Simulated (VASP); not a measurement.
Method: SCAN meta-GGA, VASP's PBE PAW potentials (set 64) (plane waves; VASP).

VASP ran on this input.

**KPOINTS**
```
Automatic mesh
0
Gamma
 7 7 7
```

### INCAR
```
! general
SYSTEM =NaI
PREC   =Accurate
ENCUT  =520
LREAL  =.FALSE.   ! projection in real space or not
LASPH  =.TRUE.

! electronic loop
EDIFF  =1E-7
NELM   =100   ! most electronic steps
ALGO   =Normal   ! blocked Davidson
LMAXMIX=4
LMIXTAU=.TRUE.

! smearing
ISMEAR =0   ! Gaussian
SIGMA  =0.05

! functional
METAGGA=SCAN

! ions
ISIF   =2

! output
LWAVE  =.FALSE.
LCHARG =.FALSE.
```

File POSCAR:
```
NaI
1
    0.0000000000     3.2164914854     3.2164914854
    3.2164914854     0.0000000000     3.2164914854
    3.2164914854     3.2164914854     0.0000000000
Na I
1 1
Direct
  0.0000000000   0.0000000000   0.0000000000
  0.5000000000   0.5000000000   0.5000000000
```

POTCAR, in this order: Na_pv I (PBE.64 set). Program: vasp_std.

What VASP printed:

**OSZICAR**
```
       N       E                     dE             d eps       ncg     rms          rms(c)
DAV:   1     0.398814951265E+02    0.39881E+02   -0.69178E+03   440   0.116E+03
DAV:   2    -0.387115908570E+02   -0.78593E+02   -0.73027E+02   486   0.242E+02
DAV:   3    -0.451321805574E+02   -0.64206E+01   -0.63695E+01   527   0.707E+01
DAV:   4    -0.453083803124E+02   -0.17620E+00   -0.17612E+00   528   0.122E+01
DAV:   5    -0.453128933268E+02   -0.45130E-02   -0.45129E-02   518   0.207E+00    0.130E+00
DAV:   6    -0.436292212011E+02    0.16837E+01   -0.33367E-01   452   0.804E+00    0.145E+00
DAV:   7    -0.437466905267E+02   -0.11747E+00   -0.22179E-01   446   0.629E+00    0.459E-01
DAV:   8    -0.438505806714E+02   -0.10389E+00   -0.16925E-01   446   0.443E+00    0.442E-01
DAV:   9    -0.437719541577E+02    0.78627E-01   -0.12248E-01   440   0.505E+00    0.391E-01
DAV:  10    -0.437730430950E+02   -0.10889E-02   -0.29785E-02   440   0.252E+00    0.138E-01
DAV:  11    -0.437929182635E+02   -0.19875E-01   -0.20208E-02   440   0.203E+00    0.617E-02
DAV:  12    -0.437808080701E+02    0.12110E-01   -0.96365E-03   440   0.146E+00    0.211E-02
DAV:  13    -0.437961963453E+02   -0.15388E-01   -0.95104E-03   440   0.139E+00    0.939E-03
DAV:  14    -0.437962988638E+02   -0.10252E-03   -0.21081E-04   470   0.201E-01    0.849E-03
DAV:  15    -0.437963388061E+02   -0.39942E-04   -0.18262E-05   455   0.626E-02    0.755E-03
DAV:  16    -0.437963401242E+02   -0.13181E-05   -0.14070E-05   443   0.542E-02    0.451E-03
DAV:  17    -0.437963381799E+02    0.19442E-05   -0.23215E-05   440   0.738E-02    0.918E-04
DAV:  18    -0.437963337225E+02    0.44574E-05   -0.28264E-06   452   0.247E-02    0.929E-04
DAV:  19    -0.437963327781E+02    0.94439E-06   -0.34428E-07   488   0.879E-03    0.588E-04
DAV:  20    -0.437963326959E+02    0.82259E-07   -0.55139E-08   503   0.359E-03
   1 F= -.43796333E+02 E0= -.43796333E+02  d E =-.574918E-14
```

OUTCAR:
```
------------------------ aborting loop because EDIFF is reached ----------------------------------------
  FORCE on cell =-STRESS in cart. coord.  units (eV):
  Direction    XX          YY          ZZ          XY          YZ          ZX
  --------------------------------------------------------------------------------------
  Total       -0.0127134     -0.0127134     -0.0127134     -0.0000000      0.0000000     -0.0000000
  in kB       -0.3060513     -0.3060513     -0.3060513     -0.0000000      0.0000000     -0.0000000
  external PRESSURE =      -0.3060513 kB  Pullay stress =       0.0000000 kB
  volume of cell :       66.55
      direct lattice vectors                 reciprocal lattice vectors
     0.000000000  3.216491485  3.216491485    -0.155448880  0.155448880  0.155448880
     3.216491485  0.000000000  3.216491485     0.155448880 -0.155448880  0.155448880
     3.216491485  3.216491485  0.000000000     0.155448880  0.155448880 -0.155448880
  FREE ENERGIE OF THE ION-ELECTRON SYSTEM (eV)
  ---------------------------------------------------
  free  energy   TOTEN  =       -43.7963326959 eV

  energy  without entropy=      -43.7963326959  energy(sigma->0) =      -43.79633270
```
(Selected blocks of OUTCAR.)

The compound is NaI in the rock salt structure. It was relaxed first.
